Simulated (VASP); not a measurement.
Consider the following.

```yaml
crystal:
  lattice:
    - [4.14066, 0.00000, 0.00000]
    - [-2.07033, 3.58591, 0.00000]
    - [0.00000, 0.00000, 7.10037]
  atoms:
    - { symbol: Cd, position: [0.33333, 0.66667, 0.00679] }
    - { symbol: Cd, position: [0.66667, 0.33333, 0.50679] }
    - { symbol: Te, position: [0.33333, 0.66667, 0.36821] }
    - { symbol: Te, position: [0.66667, 0.33333, 0.86821] }
```

Level of theory: PBEsol GGA, VASP's PBE PAW potentials (set 64) (plane waves; VASP 6.6.1). Run with 500 eV cut-off, 6×6×3 Γ-centred mesh, Gaussian smearing of 0.050 eV, potentials Cd Te.

Unless said otherwise, spin-orbit coupling is left out, though it shifts the bands of the heavy elements here.

Problem. Predict the energy per atom (σ→0), pressure, band gap (on the k-mesh) with the smallest direct gap where there is one.

Solution. 
```json
{
  "band gap (on the k-mesh)": "1.29 eV",
  "smallest direct gap (on the k-mesh)": "1.29 eV",
  "energy per atom (σ→0)": "-2.349 eV/atom",
  "pressure": "20.03 GPa"
}
```

Only differences to runs with the same potentials and settings are physical.

The structure was generated: CdTe was put into the wurtzite type (P6_3mc), which need not be its known phase. It was relaxed first under an external pressure of 20 GPa.
